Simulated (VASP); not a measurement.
## O on the Mg site in Mg (Magnesium)

Wanted: what O on the Mg site costs in Mg (Magnesium) and how the lattice relaxes round it. The start is a cell from a database of measured crystal structures.

Main program and level: VASP 6.6.1; LDA; plane waves and PAW (Mg), in the first sound run; inputs show where later runs differ.

## Step 1: The host crystal

The structure is hexagonal, space group P6_3/mmc (No. 194). The conventional cell has a = 3.209 Å, b = 3.209 Å, c = 5.210 Å, α = 90.00°, β = 90.00°, γ = 120.00°. Nearest to Mg lie 12 Mg at 3.20 to 3.21 Å.

## Step 2: The host at zero pressure

Cell and atoms are relaxed first, so that later runs start from this functional's own cell.

File INCAR:

```
SYSTEM = Mg
PREC = Accurate
ENCUT = 400
EDIFF = 1E-06
NELM = 120
ISMEAR = 1
SIGMA = 0.15
LREAL = .FALSE.
ALGO = Normal
GGA = CA
NBANDS = 8
LORBIT = 11
LWAVE = .FALSE.
LCHARG = .FALSE.
KPAR = 4
LASPH = .TRUE.
IBRION = 2
NSW = 40
ISIF = 3
EDIFFG = -0.02
POTIM = 0.4
```

File POSCAR:

```
Mg
1.0
    3.2093000000      0.0000000000      0.0000000000
   -1.6046500000      2.7793353284      0.0000000000
    0.0000000000      0.0000000000      5.2103000000
Mg
2
Direct
    0.6666666667      0.3333333333      0.7500000000
    0.3333333333      0.6666666667      0.2500000000
```

File KPOINTS:

```
Automatic mesh
0
Gamma
12 12 7
0 0 0
```

The projector-augmented-wave data sets are Mg (LDA family, release 64).

Run with:

```bash
$ mpirun -np 4 vasp_std
```

What it wrote:

```text
[banner, memory and clock lines left out]
running    4 mpi-ranks, on    1 nodes
 distrk:  each k-point on    1 cores,    4 groups
 distr:  one band on    1 cores,    1 groups

 POSCAR found type information on POSCAR Mg
 POSCAR found :  1 types and       2 ions
 LDA part: xc-table for (Slater(with rela. corr.)+CA(PZ))
 , standard interpolation
 POSCAR, INCAR and KPOINTS ok, starting setup
 FFT: planning ... GRIDC
 FFT: planning ... GRID_SOFT
 FFT: planning ... GRID
 WAVECAR not read
 entering main loop
       N       E                     dE             d eps       ncg     rms          rms(c)
DAV:   1    -0.184019441218E+01   -0.18402E+01   -0.11037E+03  1216   0.284E+02
DAV:   2    -0.359657428982E+01   -0.17564E+01   -0.16464E+01  1712   0.182E+01
DAV:   3    -0.360698664937E+01   -0.10412E-01   -0.10399E-01  1656   0.177E+00
DAV:   4    -0.360700526139E+01   -0.18612E-04   -0.18612E-04  1824   0.637E-02
DAV:   5    -0.360700527020E+01   -0.88085E-08   -0.86745E-08  1696   0.116E-03    0.950E-01
DAV:   6    -0.359548869230E+01    0.11517E-01   -0.82104E-04  1416   0.173E-01    0.604E-01
DAV:   7    -0.358619390562E+01    0.92948E-02   -0.28180E-03  1304   0.315E-01    0.315E-02
DAV:   8    -0.358618660958E+01    0.72960E-05   -0.16392E-05  1912   0.230E-02    0.667E-03
DAV:   9    -0.358618545051E+01    0.11591E-05   -0.59761E-07  1304   0.379E-03    0.617E-04
DAV:  10    -0.358618544993E+01    0.57857E-09   -0.44700E-09   976   0.404E-04
   1 F= -.35861854E+01 E0= -.35859682E+01  d E =-.358619E+01
 curvature:   0.00 expect dE= 0.000E+00 dE for cont linesearch  0.000E+00
 trial: gam= 0.00000 g(F)=  0.201E-52 g(S)=  0.403E-01 ort = 0.000E+00 (trialstep = 0.100E+01)
 search vector abs. value=  0.403E-01
 bond charge predicted
       N       E                     dE             d eps       ncg     rms          rms(c)
DAV:   1    -0.361605143907E+01   -0.29866E-01   -0.92846E-02  1704   0.146E+00    0.992E-02
DAV:   2    -0.361584677697E+01    0.20466E-03   -0.30341E-04  1320   0.113E-01    0.636E-02
DAV:   3    -0.361567879010E+01    0.16799E-03   -0.27694E-05  1680   0.256E-02    0.299E-03
DAV:   4    -0.361567832429E+01    0.46581E-06   -0.31099E-07  1272   0.337E-03
   2 F= -.36156783E+01 E0= -.36156616E+01  d E =-.294929E-01
[...]
3 F= -.36221731E+01 E0= -.36223241E+01  d E =-.359876E-01
[...]
4 F= -.36221960E+01 E0= -.36223558E+01  d E =-.360106E-01
[...]
5 F= -.36223854E+01 E0= -.36226425E+01  d E =-.189366E-03
 trial-energy change:   -0.000189  1 .order   -0.000190   -0.000232   -0.000148
 step:   3.1748(harm=  3.1748)  dis= 0.00000  next Energy=    -3.622518 (dE=-0.322E-03)
 bond charge predicted
       N       E                     dE             d eps       ncg     rms          rms(c)
DAV:   1    -0.362252282036E+01   -0.13681E-03   -0.15412E-03  1592   0.164E-01    0.143E-02
DAV:   2    -0.362252067725E+01    0.21431E-05   -0.85363E-06  1304   0.174E-02    0.892E-03
DAV:   3    -0.362251886714E+01    0.18101E-05   -0.23582E-06  1520   0.504E-03    0.184E-04
DAV:   4    -0.362251887033E+01   -0.31932E-08   -0.33083E-08   680   0.115E-03
   6 F= -.36225189E+01 E0= -.36229087E+01  d E =-.322832E-03
 curvature:  -1.60 expect dE=-0.161E-05 dE for cont linesearch -0.358E-06
 trial: gam=-0.03336 g(F)=  0.105E-51 g(S)=  0.101E-05 ort = 0.676E-05 (trialstep = 0.155E+01)
 search vector abs. value=  0.785E-06
 reached required accuracy - stopping structural energy minimisation
```

The job ended after 13 s (4 MPI ranks of Intel Xeon Platinum 8259CL at 2.50GHz (Skylake/Cascade Lake), shared host; peak memory 0.56 GiB; 40 s of CPU time).

The logs omit lines about the potential files and the build; timing stands in the text.

OUTCAR, selected parts (step 2):

```text
ion  position               nearest neighbor table
   1  0.667  0.333  0.750-   2 3.20   2 3.20   2 3.20   2 3.20   2 3.20   2 3.20
   2  0.333  0.667  0.250-   1 3.20   1 3.20   1 3.20   1 3.20   1 3.20   1 3.20

  LATTYP: Found a hexagonal cell.
 ALAT       =     3.2093000000
 C/A-ratio  =     1.6235004518

 Subroutine GETGRP returns: Found 24 space group operations
 (whereof 12 operations were pure point group operations)

The static configuration has the point symmetry D_3d.
 The point group associated with its full space group is D_6h.

 Found     76 irreducible k-points:

   k-points           NKPTS =     76   k-points in BZ     NKDIM =     76   number of bands    NBANDS=      8

   dimension x,y,z NGX =    24 NGY =   24 NGZ =   36
   dimension x,y,z NGXF=    48 NGYF=   48 NGZF=   72

   ENCUT  =  400.0 eV  29.40 Ry    5.42 a.u.   5.23  5.23  8.50*2*pi/ulx,y,z

   NELECT =       4.0000    total number of electrons

 k-points in reciprocal lattice and weights: Automatic mesh
   0.00000000  0.00000000  0.00000000       0.001
   0.08333333  0.00000000  0.00000000       0.006
   0.16666667  0.00000000  0.00000000       0.006
   0.25000000  0.00000000  0.00000000       0.006
   0.33333333  0.00000000  0.00000000       0.006
   0.41666667  0.00000000  0.00000000       0.006
   0.50000000  0.00000000  0.00000000       0.003
   0.08333333  0.08333333  0.00000000       0.006
   0.16666667  0.08333333  0.00000000       0.012
[...]
0.33333333  0.25000000  0.42857143       0.024
   0.33333333  0.33333333  0.42857143       0.004

 average (electrostatic) potential at core
       1 -38.8983       2 -38.8983

 E-fermi :   2.7587

 k-point     1 :       0.0000    0.0000    0.0000
  band No.  band energies     occupation
      1      -4.3830      2.00000
      2       1.1664      2.00000
      3       1.7293      2.00000
      4      13.9656      0.00000
      5      13.9656      0.00000
      6      14.1126      0.00000
      7      14.1126      0.00000
      8      15.1479      0.00000

 k-point     2 :       0.0833    0.0000    0.0000
  band No.  band energies     occupation
      1      -4.2415      2.00000
      2       1.2940      2.00000
      3       1.8659      2.00000
      4      11.6705      0.00000
      5      12.7570      0.00000
      6      13.6312      0.00000
      7      15.5143      0.00000
      8      16.1401      0.00000

 k-point     3 :       0.1667    0.0000    0.0000
  band No.  band energies     occupation
      1      -3.8185      2.00000
      2       1.6774      2.00000
      3       2.2697      2.00004
      4       9.0868      0.00000
      5      11.7082      0.00000
      6      12.3789      0.00000
      7      14.0155      0.00000
      8      15.1677      0.00000

  Total        0.0050100      0.0050100      0.0014456      0.0000000     -0.0000000      0.0000000
  in kB        0.1874870      0.1874870      0.0540996      0.0000000     -0.0000000      0.0000000
  external PRESSURE =       0.1430245 kB  Pullay stress =       0.0000000 kB

  energy-cutoff  :      400.00
  volume of cell :       42.81
      direct lattice vectors                 reciprocal lattice vectors
     3.139956399  0.000000000 -0.000000000     0.318475760  0.183872066 -0.000000000
    -1.569978200  2.719282009 -0.000000000    -0.000000000  0.367744131 -0.000000000
     0.000000000  0.000000000  5.014177568     0.000000000  0.000000000  0.199434501

 POSITION                                       TOTAL-FORCE (eV/Angst)
 -----------------------------------------------------------------------------------
      1.56998      0.90643      3.76063         0.000000     -0.000000      0.000000
     -0.00000      1.81285      1.25354        -0.000000      0.000000     -0.000000
 -----------------------------------------------------------------------------------
    total drift:                                0.000000     -0.000000      0.000000

  FREE ENERGIE OF THE ION-ELECTRON SYSTEM (eV)
  ---------------------------------------------------
  free  energy   TOTEN  =        -3.6225188703 eV

  energy  without entropy=       -3.6236883990  energy(sigma->0) =       -3.62290871

 reached required accuracy - stopping structural energy minimisation

 total charge
# of ion       s       p       d       tot
------------------------------------------
    1        0.220   0.144   0.013   0.377
    2        0.220   0.144   0.013   0.377
--------------------------------------------------
tot          0.441   0.288   0.026   0.755

[... 3 further parts left out ...]
```

The run keeps the 24 symmetry operations of its start, so it cannot find a distortion of lower symmetry.

The steps of the relaxation:

```csv
step,energy less that of the first step (eV),largest force (eV/Å),pressure (GPa),volume (Å³)
1,0.0000,0.0000,-2.85,46.47
2,-0.0295,0.0000,-1.30,44.29
3,-0.0360,0.0000,-0.05,42.87
4,-0.0360,0.0000,0.04,42.78
5,-0.0362,0.0000,0.03,42.79
6,-0.0363,0.0000,0.01,42.81
```

```csv
"conventional cell, symmetrised",before,after,change
a (Å),3.209,3.140,-2.2 %
b (Å),3.209,3.140,-2.2 %
c (Å),5.210,5.014,-3.8 %
volume (Å³/atom),23.24,21.41,-7.9 %
```

Final coordinates:

```xyz
2
Lattice="3.1400 0.0000 0.0000 -1.5700 2.7193 0.0000 0.0000 0.0000 5.0142" Properties=species:S:1:pos:R:3 pbc="T T T"
Mg    1.5700    0.9064    3.7606
Mg    0.0000    1.8129    1.2535
```

This step gave:

```
electronic cycles                               : 26
electrons                                       : 4
free energy (TOTEN)                             : -3.623 eV
energy at zero smearing                         : -3.623 eV
Fermi energy                                    : 2.759 eV
labelled metallic, from the levels on this mesh : yes
```

The run ended after 6 ionic steps, 0.036 eV below its first step, once forces and stress met EDIFFG = -0.02.

## Step 3: Relax the host again, on a new basis

The volume changed by more than 5 %, so the plane waves of the start no longer fit; a second relaxation removes that error.

Changes to INCAR since step 2:

```diff
@@ -17,3 +17,3 @@
 IBRION = 2
-NSW = 40
+NSW = 30
 ISIF = 3
```

File POSCAR:

```
Mg
1.0
    3.1399563993      0.0000000000      0.0000000000
   -1.5699781997      2.7192820086      0.0000000000
    0.0000000000      0.0000000000      5.0141775679
Mg
2
Direct
    0.6666666667      0.3333333333      0.7500000000
    0.3333333333      0.6666666667      0.2500000000
```

KPOINTS is that of step 2.

Run with:

```bash
$ mpirun -np 4 vasp_std
```

What it wrote:

```text
[... set-up lines as in an earlier step ...]
 entering main loop
       N       E                     dE             d eps       ncg     rms          rms(c)
DAV:   1    -0.172911050207E+01   -0.17291E+01   -0.11614E+03  1216   0.289E+02
DAV:   2    -0.363464153056E+01   -0.19055E+01   -0.18527E+01  1696   0.195E+01
DAV:   3    -0.364353962331E+01   -0.88981E-02   -0.88974E-02  1544   0.176E+00
DAV:   4    -0.364355842010E+01   -0.18797E-04   -0.18797E-04  1864   0.715E-02
DAV:   5    -0.364355843571E+01   -0.15607E-07   -0.15471E-07  1480   0.128E-03    0.943E-01
DAV:   6    -0.363177197564E+01    0.11786E-01   -0.52206E-04  1560   0.143E-01    0.599E-01
DAV:   7    -0.362247665998E+01    0.92953E-02   -0.18268E-03  1272   0.263E-01    0.297E-02
DAV:   8    -0.362246807659E+01    0.85834E-05   -0.14553E-05  1976   0.218E-02    0.672E-03
DAV:   9    -0.362246704506E+01    0.10315E-05   -0.72977E-07  1296   0.446E-03    0.604E-04
DAV:  10    -0.362246702736E+01    0.17698E-07   -0.38003E-09   952   0.397E-04
   1 F= -.36224670E+01 E0= -.36228569E+01  d E =-.362247E+01
 curvature:   0.00 expect dE= 0.000E+00 dE for cont linesearch  0.000E+00
 trial: gam= 0.00000 g(F)=  0.416E-53 g(S)=  0.997E-06 ort = 0.000E+00 (trialstep = 0.100E+01)
 search vector abs. value=  0.997E-06
 reached required accuracy - stopping structural energy minimisation
```

It took 4.2 s on 4 MPI ranks; peak memory 0.49 GiB.

Parts of OUTCAR (step 3):

```text
  LATTYP: Found a hexagonal cell.
 ALAT       =     3.1399563993
 C/A-ratio  =     1.5968940107

 Found     76 irreducible k-points:

   dimension x,y,z NGX =    20 NGY =   20 NGZ =   36
   dimension x,y,z NGXF=    40 NGYF=   40 NGZF=   72

   ENCUT  =  400.0 eV  29.40 Ry    5.42 a.u.   5.12  5.12  8.18*2*pi/ulx,y,z

   NELECT =       4.0000    total number of electrons

 E-fermi :   2.7587

 k-point     2 :       0.0833    0.0000    0.0000
  band No.  band energies     occupation
      1      -4.2415      2.00000
      2       1.2941      2.00000
      3       1.8659      2.00000
      4      11.6705      0.00000
      5      12.7570      0.00000
      6      13.6312      0.00000
      7      15.5143      0.00000
      8      16.1402      0.00000

 k-point     3 :       0.1667    0.0000    0.0000
  band No.  band energies     occupation
      1      -3.8184      2.00000
      2       1.6774      2.00000
      3       2.2697      2.00004
      4       9.0868      0.00000
      5      11.7082      0.00000
      6      12.3789      0.00000
      7      14.0155      0.00000
      8      15.1678      0.00000

  Total        0.0049928      0.0049928      0.0013422     -0.0000000      0.0000000      0.0000000
  in kB        0.1868446      0.1868446      0.0502280     -0.0000000      0.0000000      0.0000000
  external PRESSURE =       0.1413057 kB  Pullay stress =       0.0000000 kB

  energy-cutoff  :      400.00
  volume of cell :       42.81
      direct lattice vectors                 reciprocal lattice vectors
     3.139956399  0.000000000  0.000000000     0.318475760  0.183872066  0.000000000
    -1.569978200  2.719282009  0.000000000     0.000000000  0.367744131  0.000000000
     0.000000000  0.000000000  5.014177568     0.000000000  0.000000000  0.199434501

 POSITION                                       TOTAL-FORCE (eV/Angst)
 -----------------------------------------------------------------------------------
      1.56998      0.90643      3.76063        -0.000000     -0.000000      0.000000
     -0.00000      1.81285      1.25354         0.000000      0.000000      0.000000
 -----------------------------------------------------------------------------------
    total drift:                                0.000000     -0.000000      0.000000

  FREE ENERGIE OF THE ION-ELECTRON SYSTEM (eV)
  ---------------------------------------------------
  free  energy   TOTEN  =        -3.6224670274 eV

  energy  without entropy=       -3.6236364964  energy(sigma->0) =       -3.62285685

[... 8 parts as in an earlier step ...]

[... 4 further parts left out ...]
```

Little changed from the start: no atom moved by 0.005 Å and no cell edge by 0.1 %.

Numbers from this step:

```
electronic cycles   : 10
free energy (TOTEN) : -3.622 eV
```

The start already met the threshold, so nothing moved.

(Continued in part 2 of 4.)

[Lines on the potential files, build, host, timing and source positions are cut from VASP's logs without a mark.]

[Logs are printed without paths, hosts, clocks, repeated set-up lines and the standing remarks that a program may print on its own settings, such as how far it seeks lower states.]

[Hosts, paths, dates, database ids (printed as entryN), source tags and the programs' standing remarks are cut or masked in the printed files.]

[In band tables of VASP the shares of atoms and orbitals are scaled to a sum of 1 inside the atoms' spheres.]

[Runs that stopped without an error message from VASP are left out.]
